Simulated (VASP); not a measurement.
Input for VASP

KPOINTS:
```
Automatic mesh
0
Gamma
7 7 2
0 0 0
```

**INCAR**
```
SYSTEM = MoSe2
PREC = Accurate; ENCUT = 520; LREAL = .False.
LASPH = .True.
EDIFF = 1E-6; NELM = 100; ALGO = Normal
LMAXMIX = 4
ISMEAR = 0; SIGMA = 0.05
GGA = RP
IBRION = 2; NSW = 60; ISIF = 3
EDIFFG = -0.02
LWAVE = .False.; LCHARG = .False.
```

File POSCAR:
```
MoSe2
1.0
  1.6752249503  -2.9015751695   0.0000000000
  1.6752249503   2.9015751695   0.0000000000
  0.0000000000   0.0000000000  16.9054605829
Mo Se
2 4
Cartesian
  1.6752249503   0.9671936576   4.2263651457
  1.6752249503  -0.9671936576  12.6790954372
  1.6752249503   0.9671936576  14.3516054856
  1.6752249503  -0.9671936576   5.8988751941
  1.6752249503  -0.9671936576   2.5538550973
  1.6752249503   0.9671936576  11.0065853888
```

POTCAR, in this order: Mo_sv Se (PBE.64 set). Program: vasp_std.

Problem. Write an equivalent input for Ansatz.

Solution. One equivalent input (not run):
Ansatz 0.2 input:
```yaml
crystal:
  lattice:
    - [1.6752250, -2.9015752, 0.0000000]
    - [1.6752250, 2.9015752, 0.0000000]
    - [0.0000000, 0.0000000, 16.9054606]
  atoms:
    - { symbol: Mo, position: [0.3333330, 0.6666670, 0.2500000] }
    - { symbol: Mo, position: [0.6666670, 0.3333330, 0.7500000] }
    - { symbol: Se, position: [0.3333330, 0.6666670, 0.8489331] }
    - { symbol: Se, position: [0.6666670, 0.3333330, 0.3489331] }
    - { symbol: Se, position: [0.6666670, 0.3333330, 0.1510669] }
    - { symbol: Se, position: [0.3333330, 0.6666670, 0.6510669] }
kpoints:
  mp_grid: { grid: [7, 7, 2] }
hamiltonian:
  xc: rpbe
  pseudopotentials: { kind: paw }
scf:
  occupations: { method: gaussian, width: 0.05 }
  max_iter: 100
relax:
  max_steps: 60
  f_tol: 0.02
  cell: {}
output: { forces: true, stress: true, eigenvalues: true }
```
The two are equivalent in intent, not identical: each code has its own PAW files, so the cut-off isn't converted (ENCUT is set for VASP's; basis.ecutwfc is left out, and Ansatz then takes the one that its files recommend); Ansatz stops its SCF on the density residual and VASP on the energy change (EDIFF).

The compound is MoSe2 in the 2H layered structure. It was relaxed first, which changed the volume by +36 %. The start is the result of an earlier pass.
